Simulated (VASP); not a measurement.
Here is a VASP 6.6.1 calculation.

The input INCAR:

```
SYSTEM = BiO6
PREC = Accurate ; ENCUT = 600
EDIFF = 1E-6 ; ISMEAR = 0
SIGMA = 0.1 ; LREAL = .FALSE.
LASPH = .TRUE. ; NELM = 100
ALGO = Fast ; ISIF = 3
LWAVE = .FALSE. ; LCHARG = .FALSE.
GGA = PE ; IBRION = 2
NSW = 90 ; EDIFFG = -0.04
```

File KPOINTS:

```
Automatic mesh
0
G
  4 4 4
  0 0 0
```

POSCAR

```
BiO6
1.0
    4.2830587600      0.0000000000      0.0000000000
    0.0000000000      4.2830587600      0.0000000000
    0.0000000000      0.0000000000      4.2830587600
Bi O
1 6
Direct
    0.0000000000      0.0000000000      0.0000000000
    0.5000000000      0.5000000000      0.2070000000
    0.5000000000      0.5000000000      0.7930000000
    0.2070000000      0.5000000000      0.5000000000
    0.7930000000      0.5000000000      0.5000000000
    0.5000000000      0.2070000000      0.5000000000
    0.5000000000      0.7930000000      0.5000000000
```

Potentials or basis: VASP PAW PBE potentials, release 64 (Bi_d, O).

Run with:

```console
$ cat potpaw_PBE.64/Bi_d/POTCAR potpaw_PBE.64/O/POTCAR > POTCAR
$ mpirun -np 1 vasp_std > vasp.out
```

Question: Estimate the band gap on the k mesh.

Answer: None (metal or under the smearing width).

Question: What does it give for the relaxed volume?

Answer: 16.25 Å³/atom.

Question: Predict the space group after relaxing (to 0.05 Å).

Answer: Pm-3m (No. 221).

Question: Predict the relaxed cell.

Answer: a = 4.845 Å, b = 4.845 Å, c = 4.845 Å, α = 90.00°, β = 90.00°, γ = 90.00°.

Final structure:
```cif
data_structure
_symmetry_space_group_name_H-M 'P 1'
_symmetry_Int_Tables_number 1
_cell_length_a 4.8450
_cell_length_b 4.8450
_cell_length_c 4.8450
_cell_angle_alpha 90.000
_cell_angle_beta 90.000
_cell_angle_gamma 90.000
_cell_volume 113.73
loop_
_atom_site_label
_atom_site_type_symbol
_atom_site_fract_x
_atom_site_fract_y
_atom_site_fract_z
_atom_site_occupancy
Bi1 Bi 0.00000 0.00000 0.00000 1
O1 O 0.50000 0.50000 0.13097 1
O2 O 0.50000 0.50000 0.86903 1
O3 O 0.13097 0.50000 0.50000 1
O4 O 0.86903 0.50000 0.50000 1
O5 O 0.50000 0.13097 0.50000 1
O6 O 0.50000 0.86903 0.50000 1
```

Caveat: the k mesh is coarse (spacing up to 0.37 Å⁻¹), so the values aren't converged; the volume moved by over 15 % at a fixed basis, so the end points are rough; spin-orbit coupling is left out, which moves the levels of the heavy elements; an odd number of electrons without spin polarisation forces a metal; a magnetic or distorted state may lie lower.
